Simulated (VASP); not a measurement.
OSZICAR of a VASP run on CoSi2 (fluorite):

File OSZICAR:
```
       N       E                     dE             d eps       ncg     rms          rms(c)
DAV:   1     0.876109415312E+02    0.87611E+02   -0.94012E+03  4920   0.192E+03
DAV:   2    -0.150762495474E+02   -0.10269E+03   -0.96087E+02  4972   0.300E+02
DAV:   3    -0.205305559422E+02   -0.54543E+01   -0.52292E+01  6212   0.787E+01
DAV:   4    -0.206739809229E+02   -0.14342E+00   -0.14273E+00  5856   0.115E+01
DAV:   5    -0.206782914242E+02   -0.43105E-02   -0.43086E-02  6508   0.212E+00    0.147E+01
DAV:   6    -0.241453396975E+02   -0.34670E+01   -0.39700E+01  6088   0.138E+02    0.175E+01
DAV:   7    -0.192728150061E+02    0.48725E+01   -0.17011E+01  6460   0.109E+02    0.362E+00
DAV:   8    -0.192968638292E+02   -0.24049E-01   -0.10302E+00  5744   0.856E+00    0.189E+00
DAV:   9    -0.192623032740E+02    0.34561E-01   -0.10437E-01  6184   0.697E+00    0.446E-01
DAV:  10    -0.192623246496E+02   -0.21376E-04   -0.58333E-03  6024   0.817E-01    0.582E-02
DAV:  11    -0.192623093341E+02    0.15315E-04   -0.26845E-04  7408   0.268E-01    0.388E-02
DAV:  12    -0.192623288594E+02   -0.19525E-04   -0.44199E-05  5416   0.697E-02    0.226E-02
DAV:  13    -0.192623291974E+02   -0.33801E-06   -0.21740E-06  5416   0.125E-02
   1 F= -.19262329E+02 E0= -.19262132E+02  d E =-.592903E-03
```

Q: Which electronic solver shows in the log?

A: It is blocked Davidson (ALGO = Normal, or the opening steps of other solvers). The INCAR had ALGO = Normal.

Q: How was spin treated?

A: Without spin polarisation: there is no mag entry.

Q: Can the final energy be trusted as converged?

A: The calculation finished and met its thresholds. It stopped with EDIFF = 1E-6, NELM = 100 (PBE GGA, plane waves, VASP's PBE PAW potentials (set 64)).

The compound is CoSi2 in the fluorite structure. The cell was not relaxed at this level, atoms are displaced from their ideal sites. The run is one of a series of settings (ENCUT = 800 against the base run), some of them coarse on purpose. The run is not spin-polarised, so no magnetic state was tried. The electron count is odd and the run is not spin-polarised, which forces a metal.
